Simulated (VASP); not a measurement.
Output of a VASP run:

### OSZICAR
```
       N       E                     dE             d eps       ncg     rms          rms(c)
DAV:   1     0.341119221363E+02    0.34112E+02   -0.34157E+03  3402   0.817E+02
DAV:   2    -0.508246005542E+01   -0.39194E+02   -0.38739E+02  4274   0.123E+02
DAV:   3    -0.665325164481E+01   -0.15708E+01   -0.15452E+01  4254   0.282E+01
DAV:   4    -0.666996358606E+01   -0.16712E-01   -0.16632E-01  4413   0.280E+00
DAV:   5    -0.667003904019E+01   -0.75454E-04   -0.85391E-04  4168   0.217E-01    0.600E+00
DAV:   6    -0.561490815819E+00    0.61085E+01   -0.52957E+00  3510   0.176E+01    0.288E+00
DAV:   7    -0.544156376652E+00    0.17334E-01   -0.38685E-02  3978   0.169E+00    0.115E+00
DAV:   8    -0.543471454890E+00    0.68492E-03   -0.34636E-02  3518   0.208E+00    0.364E-01
DAV:   9    -0.546914290375E+00   -0.34428E-02   -0.33883E-02  3423   0.184E+00    0.272E-01
DAV:  10    -0.545662401172E+00    0.12519E-02   -0.11608E-02  3412   0.113E+00    0.199E-02
DAV:  11    -0.545765729132E+00   -0.10333E-03   -0.39681E-04  3753   0.222E-01    0.123E-02
DAV:  12    -0.545708550162E+00    0.57179E-04   -0.30429E-04  3430   0.212E-01    0.208E-02
DAV:  13    -0.545754821136E+00   -0.46271E-04   -0.10037E-04  3417   0.128E-01    0.415E-03
DAV:  14    -0.545742651332E+00    0.12170E-04   -0.22888E-05  3458   0.653E-02    0.114E-03
DAV:  15    -0.545741636877E+00    0.10145E-05   -0.31622E-06  3492   0.192E-02    0.692E-04
DAV:  16    -0.545742621667E+00   -0.98479E-06   -0.43740E-07  3526   0.819E-03    0.480E-04
DAV:  17    -0.545742274249E+00    0.34742E-06   -0.25707E-07  3416   0.773E-03    0.929E-05
DAV:  18    -0.545742231408E+00    0.42841E-07   -0.15073E-08  1711   0.157E-03
   1 F= -.54574223E+00 E0= -.54574223E+00  d E =0.000000E+00
       N       E                     dE             ncg
```

OUTCAR:
```
------------------------ aborting loop because EDIFF is reached ----------------------------------------
  FORCE on cell =-STRESS in cart. coord.  units (eV):
  Direction    XX          YY          ZZ          XY          YZ          ZX
  --------------------------------------------------------------------------------------
  Total        0.0259986      0.0464239      0.0441835      0.0000000      0.0000000     -0.0067648
  in kB        0.7094684      1.2668522      1.2057129      0.0000000      0.0000000     -0.1846031
  external PRESSURE =       1.0606779 kB  Pullay stress =       0.0000000 kB
  volume of cell :       58.71
      direct lattice vectors                 reciprocal lattice vectors
     3.853594979 -2.155685683 -0.034777540     0.128861048 -0.231944761 -0.098388614
     3.853594979  2.155685683 -0.034777540     0.128861048  0.231944761 -0.098388614
     2.679699596  0.000000000  3.509642877     0.002553804  0.000000000  0.282979382
 POSITION                                       TOTAL-FORCE (eV/Angst)
 -----------------------------------------------------------------------------------
      2.46418      0.00000      0.81613        -0.005797      0.000000     -0.001920
      7.92271      0.00000      2.62396         0.005797      0.000000      0.001920
 -----------------------------------------------------------------------------------
    total drift:                                0.000000     -0.000000     -0.000000
  FREE ENERGIE OF THE ION-ELECTRON SYSTEM (eV)
  ---------------------------------------------------
  free  energy   TOTEN  =        -0.5457422314 eV

  energy  without entropy=       -0.5457422314  energy(sigma->0) =       -0.54574223

 total charge

# of ion       s       p       d       tot
------------------------------------------
    1        1.221   1.157   0.040   2.417
    2        1.221   1.157   0.040   2.417
--------------------------------------------------
tot          2.442   2.313   0.079   4.834
```
(Selected blocks of OUTCAR.)

### POSCAR
```
Sb
1
    3.8535949788    -2.1556856830    -0.0347775404
    3.8535949788     2.1556856830    -0.0347775404
    2.6796995959     0.0000000000     3.5096428768
Sb
2
Direct
  0.2372398545   0.2372398545   0.2372398545
  0.7627601455   0.7627601455   0.7627601455
```

**Question.** Reconstruct the remaining input files.

**Answer.** One answer among several that fit: the input of the run itself, MS2 meta-GGA, plane waves, VASP's PBE PAW potentials (set 64).

KPOINTS:
```
Automatic
0
Gamma
 12 12 12
0 0 0
```

INCAR:
```
SYSTEM  =  Sb
PREC  =  Accurate; ENCUT  =  520; LREAL  =  F
LASPH  =  T
EDIFF  =  1E-7; NELM  =  100; ALGO  =  Normal
LMAXMIX  =  4; LMIXTAU  =  T
ISMEAR  =  -5
METAGGA  =  MS2
ISIF  =  2
LWAVE  =  F; LCHARG  =  F; LORBIT  =  11
NEDOS  =  601
```

KPOINTS_OPT:
```
k-points along high-symmetry lines
8
Line-mode
Reciprocal
  0.000000   0.000000   0.000000 ! GAMMA
 -0.500000  -0.500000  -0.500000 ! T

 -0.500000  -0.500000  -0.500000 ! T
 -0.239794  -0.760206  -0.500000 ! H_2

  0.239793  -0.500000  -0.239793 ! H_0
 -0.000000  -0.500000  -0.000000 ! L

 -0.000000  -0.500000  -0.000000 ! L
  0.000000   0.000000   0.000000 ! GAMMA

  0.000000   0.000000   0.000000 ! GAMMA
  0.369897  -0.369897   0.000000 ! S_0

 -0.000000  -0.630103  -0.369897 ! S_2
  0.000000  -0.500000  -0.500000 ! F

  0.000000  -0.500000  -0.500000 ! F
  0.000000   0.000000   0.000000 ! GAMMA
```

POTCAR, in this order: Sb (PBE.64 set). Program: vasp_std.

For a metal the tetrahedron method with Blöchl corrections gives inexact stress and forces.

The compound is Sb in the a7 structure. It was relaxed first.
